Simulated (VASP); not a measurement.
Level of theory: PBE GGA with D4 dispersion, VASP's PBE PAW potentials (set 64) (plane waves; VASP).

VASP ran on this input.

### POSCAR
```
CoSi2
1
    0.0000000000     2.6523805108     2.6523805108
    2.6523805108     0.0000000000     2.6523805108
    2.6523805108     2.6523805108     0.0000000000
Co Si
1 2
Direct
  0.0000000000   0.0000000000   0.0000000000
  0.2500000000   0.2500000000   0.2500000000
  0.7500000000   0.7500000000   0.7500000000
```

**KPOINTS**
```
kpoints
0
Gamma
  11 11 11
```

### INCAR
```
SYSTEM = CoSi2
PREC = Accurate; ENCUT = 520; LREAL = .False.
LASPH = .True.
EDIFF = 1E-7; NELM = 100; ALGO = Normal
LMAXMIX = 4
ISMEAR = -5
GGA = PE; IVDW = 13
ISIF = 2
LWAVE = .False.; LCHARG = .True.; LORBIT = 11
NEDOS = 601
LEFG = .True.
```

POTCAR, in this order: Co Si (PBE.64 set). Program: vasp_std.

The resulting files:

### OSZICAR
```
       N       E                     dE             d eps       ncg     rms          rms(c)
DAV:   1     0.706319652809E+02    0.70632E+02   -0.70107E+03  1352   0.134E+03
DAV:   2    -0.165442621553E+02   -0.87176E+02   -0.81617E+02  1360   0.256E+02
DAV:   3    -0.205884783860E+02   -0.40442E+01   -0.39054E+01  1728   0.642E+01
DAV:   4    -0.206843144553E+02   -0.95836E-01   -0.95675E-01  1588   0.939E+00
DAV:   5    -0.206873064191E+02   -0.29920E-02   -0.29929E-02  1824   0.173E+00    0.148E+01
DAV:   6    -0.239872243683E+02   -0.32999E+01   -0.38972E+01  1664   0.135E+02    0.171E+01
DAV:   7    -0.192913319398E+02    0.46959E+01   -0.16622E+01  1772   0.107E+02    0.369E+00
DAV:   8    -0.193072933681E+02   -0.15961E-01   -0.96642E-01  1564   0.809E+00    0.185E+00
DAV:   9    -0.192747473409E+02    0.32546E-01   -0.10114E-01  1740   0.685E+00    0.442E-01
DAV:  10    -0.192747622901E+02   -0.14949E-04   -0.60566E-03  1704   0.919E-01    0.682E-02
DAV:  11    -0.192747507639E+02    0.11526E-04   -0.36824E-04  1984   0.358E-01    0.386E-02
DAV:  12    -0.192747679809E+02   -0.17217E-04   -0.47850E-05  1436   0.687E-02    0.234E-02
DAV:  13    -0.192747667523E+02    0.12286E-05   -0.25151E-06  1828   0.139E-02    0.412E-03
DAV:  14    -0.192747660174E+02    0.73494E-06   -0.38827E-07  1492   0.757E-03    0.276E-03
DAV:  15    -0.192747668078E+02   -0.79040E-06   -0.77668E-08   892   0.568E-03    0.864E-04
DAV:  16    -0.192747671260E+02   -0.31819E-06   -0.58572E-08   796   0.197E-03    0.240E-04
DAV:  17    -0.192747670969E+02    0.29090E-07   -0.75867E-09   780   0.147E-03
   1 F= -.20691383E+02 E0= -.20691383E+02  d E =0.000000E+00
```

File OUTCAR:
```
------------------------ aborting loop because EDIFF is reached ----------------------------------------
  Edisp (eV):   -1.41662
  FORCE on cell =-STRESS in cart. coord.  units (eV):
  Direction    XX          YY          ZZ          XY          YZ          ZX
  --------------------------------------------------------------------------------------
  Total       0.00334     0.00334     0.00334     0.00000     0.00000    -0.00000
  in kB       0.14347     0.14347     0.14347     0.00000     0.00000    -0.00000
  external pressure =        0.14 kB  Pullay stress =        0.00 kB
  volume of cell :       37.32
      direct lattice vectors                 reciprocal lattice vectors
     0.000000000  2.652380511  2.652380511    -0.188509906  0.188509906  0.188509906
     2.652380511  0.000000000  2.652380511     0.188509906 -0.188509906  0.188509906
     2.652380511  2.652380511  0.000000000     0.188509906  0.188509906 -0.188509906
 POSITION                                       TOTAL-FORCE (eV/Angst)
 -----------------------------------------------------------------------------------
      0.00000      0.00000      0.00000         0.000000      0.000000      0.000000
      1.32619      1.32619      1.32619         0.000000     -0.000000     -0.000000
      3.97857      3.97857      3.97857        -0.000000      0.000000      0.000000
 -----------------------------------------------------------------------------------
    total drift:                               -0.000000     -0.000000      0.000000
  FREE ENERGIE OF THE ION-ELECTRON SYSTEM (eV)
  ---------------------------------------------------
  free  energy   TOTEN  =       -20.6913833485 eV

  energy  without entropy=      -20.6913833485  energy(sigma->0) =      -20.69138335

 total charge

# of ion       s       p       d       tot
------------------------------------------
    1        0.556   0.755   7.625   8.936
    2        0.716   0.893   0.000   1.609
    3        0.716   0.893   0.000   1.609
--------------------------------------------------
tot          1.988   2.541   7.625  12.154

 Electric field gradients after diagonalization (V/A^2)
 (convention: |V_zz| > |V_xx| > |V_yy|)
----------------------------------------------------------------------
 ion       V_xx      V_yy      V_zz     asymmetry (V_yy - V_xx)/ V_zz
----------------------------------------------------------------------
   1       0.002     0.002    -0.004       0.000
   2       0.000     0.000    -0.000       0.000
   3       0.000     0.000    -0.000       0.000
```
(Selected blocks of OUTCAR.)

For a metal the tetrahedron method with Blöchl corrections gives inexact stress and forces.

The compound is CoSi2 in the fluorite structure. It was relaxed first. The run is not spin-polarised, so no magnetic state was tried. The electron count is odd and the run is not spin-polarised, which forces a metal.
